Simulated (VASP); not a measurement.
Level of theory: LDA (Ceperley-Alder, Perdew-Zunger), VASP's LDA PAW potentials (set 64) (plane waves; VASP).

A VASP calculation is set up with these files.

### KPOINTS
```
Regular mesh
0
Gamma
  6 5 5
0 0 0
```

### INCAR
```
! general
SYSTEM  = NiS2
PREC    = Accurate
ENCUT   = 300
LREAL   = .FALSE.
LASPH   = .TRUE.

! electronic loop
EDIFF   = 1E-6
NELM    = 100
ALGO    = Normal
LMAXMIX = 4

! smearing
ISMEAR  = -1
SIGMA   = 0.02

! ions
ISIF    = 2

! output
LWAVE   = .FALSE.
LCHARG  = .FALSE.
```

### POSCAR
```
NiS2
10.402940
  0.3919718849   0.0000000000   0.0000000000
  0.0000000000   0.5000000000   0.0000000000
 -0.1932421027   0.0000000000   0.4691194028
Ni S
2 4
Cartesian
  0.1495652451   0.4168000000   0.3515909188
  0.0491645370   0.1668000000   0.1175284840
  0.0242120558   0.4750050000   0.1956790853
  0.1745177263   0.2250050000   0.2734403175
  0.1232174852   0.1082150000   0.4304358168
  0.0755122970   0.3582150000   0.0386835860
```

POTCAR, in this order: Ni S (LDA.64 set). Program: vasp_std.

What VASP printed:

### OSZICAR
```
       N       E                     dE             d eps       ncg     rms          rms(c)
DAV:   1     0.260731993603E+03    0.26073E+03   -0.14351E+04  2496   0.114E+03
DAV:   2    -0.479864963903E+01   -0.26553E+03   -0.25916E+03  2604   0.302E+02
DAV:   3    -0.354915581444E+02   -0.30693E+02   -0.30055E+02  3216   0.113E+02
DAV:   4    -0.367250720885E+02   -0.12335E+01   -0.12205E+01  3206   0.236E+01
DAV:   5    -0.367648394706E+02   -0.39767E-01   -0.39711E-01  3406   0.409E+00    0.251E+01
DAV:   6    -0.412857813939E+02   -0.45209E+01   -0.68140E+01  3106   0.132E+02    0.286E+01
DAV:   7    -0.336684530958E+02    0.76173E+01   -0.24252E+01  2906   0.113E+02    0.936E+00
DAV:   8    -0.342389282567E+02   -0.57048E+00   -0.90939E+00  3636   0.277E+01    0.635E+00
DAV:   9    -0.339118957209E+02    0.32703E+00   -0.13494E+00  3252   0.194E+01    0.141E+00
DAV:  10    -0.339168232834E+02   -0.49276E-02   -0.78218E-02  2694   0.156E+00    0.103E+00
DAV:  11    -0.339156924089E+02    0.11309E-02   -0.74072E-03  3364   0.917E-01    0.580E-01
DAV:  12    -0.339142210072E+02    0.14714E-02   -0.42131E-03  3772   0.106E+00    0.209E-01
DAV:  13    -0.339142949509E+02   -0.73944E-04   -0.73617E-04  2998   0.222E-01    0.952E-02
DAV:  14    -0.339142658536E+02    0.29097E-04   -0.12375E-04  3464   0.186E-01    0.241E-02
DAV:  15    -0.339142674267E+02   -0.15731E-05   -0.17329E-05  2794   0.252E-02    0.693E-03
DAV:  16    -0.339142674495E+02   -0.22776E-07   -0.40593E-07  1312   0.767E-03
   1 F= -.33914267E+02 E0= -.33914128E+02  d E =-.278416E-03
```

**OUTCAR**
```
------------------------ aborting loop because EDIFF is reached ----------------------------------------
  FORCE on cell =-STRESS in cart. coord.  units (eV):
  Direction    XX          YY          ZZ          XY          YZ          ZX
  --------------------------------------------------------------------------------------
  Total       -2.6405290     -3.5107107     -3.1727078      0.0000000      0.0000000     -0.7908083
  in kB      -40.8719099    -54.3411750    -49.1093357      0.0000000      0.0000000    -12.2406710
  external PRESSURE =     -48.1074736 kB  Pullay stress =       0.0000000 kB
  volume of cell :      103.51
      direct lattice vectors                 reciprocal lattice vectors
     4.077660000  0.000000000  0.000000000     0.245238691  0.000000000  0.101019996
     0.000000000  5.201470000  0.000000000     0.000000000  0.192253344  0.000000000
    -2.010286000  0.000000000  4.880221000     0.000000000  0.000000000  0.204908753
 POSITION                                       TOTAL-FORCE (eV/Angst)
 -----------------------------------------------------------------------------------
      1.55592      4.33595      3.65758        -0.015018     -0.005046      0.013026
      0.51146      1.73521      1.22264         0.015018     -0.005046     -0.013026
      0.25188      4.94145      2.03564         0.137263      0.181650      0.199780
      1.81550      2.34071      2.84458        -0.137263      0.181650     -0.199780
      1.28182      1.12575      4.47780         0.147963     -0.176605      0.184219
      0.78555      3.72649      0.40242        -0.147963     -0.176605     -0.184219
 -----------------------------------------------------------------------------------
    total drift:                               -0.000000     -0.000267      0.000001
  FREE ENERGIE OF THE ION-ELECTRON SYSTEM (eV)
  ---------------------------------------------------
  free  energy   TOTEN  =       -33.9142674495 eV

  energy  without entropy=      -33.9139890331  energy(sigma->0) =      -33.91412824
```
(Selected blocks of OUTCAR.)

At this cut-off the stress carries a Pulay error, which pulls relaxed volumes low.

The structure comes from a computed database's NiS2 entry; how it stands against other phases isn't given here. The cell was not relaxed at this level. The run is one of a series of settings (GGA removed, POTCAR Ni S (LDA.64 set) against the base run), some of them coarse on purpose. The run is not spin-polarised, so no magnetic state was tried.
